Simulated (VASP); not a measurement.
The input files of a VASP run:

POSCAR:
```
SnC
1.0
  0.0000000000   2.5162198657   2.5162198657
  2.5162198657   0.0000000000   2.5162198657
  2.5162198657   2.5162198657   0.0000000000
Sn C
1 1
direct
  0.0000000000   0.0000000000   0.0000000000
  0.2500000000   0.2500000000   0.2500000000
```

KPOINTS:
```
kpoints
0
G
  9 9 9
```

**INCAR**
```
SYSTEM = SnC
PREC = Accurate
ENCUT = 620
EDIFF = 1E-6
NELM = 100
ALGO = Normal
LREAL = .FALSE.
LASPH = .TRUE.
ISMEAR = 0
SIGMA = 0.05
GGA = PS
LMAXMIX = 4
LWAVE = .FALSE.
LCHARG = .FALSE.
IBRION = 2
ISIF = 3
NSW = 40
EDIFFG = -0.02
```

POTCAR, in this order: Sn_d C (PBE.64 set). Program: vasp_std.

Problem. Write an equivalent input for Ansatz.

Solution. One equivalent input (not run):
Ansatz 0.2 input:
```yaml
crystal:
  lattice:
    - [0.0000000, 2.5162199, 2.5162199]
    - [2.5162199, 0.0000000, 2.5162199]
    - [2.5162199, 2.5162199, 0.0000000]
  atoms:
    - { symbol: Sn, position: [0.0000000, 0.0000000, 0.0000000] }
    - { symbol: C, position: [0.2500000, 0.2500000, 0.2500000] }
kpoints:
  mp_grid: { grid: [9, 9, 9] }
hamiltonian:
  xc: pbesol
  pseudopotentials: { kind: paw }
scf:
  occupations: { method: gaussian, width: 0.05 }
  max_iter: 100
relax:
  max_steps: 40
  f_tol: 0.02
  cell: {}
output: { forces: true, stress: true, eigenvalues: true }
```
What does not carry over: each code has its own PAW files, so the cut-off isn't converted (ENCUT is set for VASP's; basis.ecutwfc is left out, and Ansatz then takes the one that its files recommend); Ansatz stops its SCF on the density residual and VASP on the energy change (EDIFF).

The structure was generated: SnC was put into the zinc blende type (F-43m), which need not be its known phase. It was relaxed first.
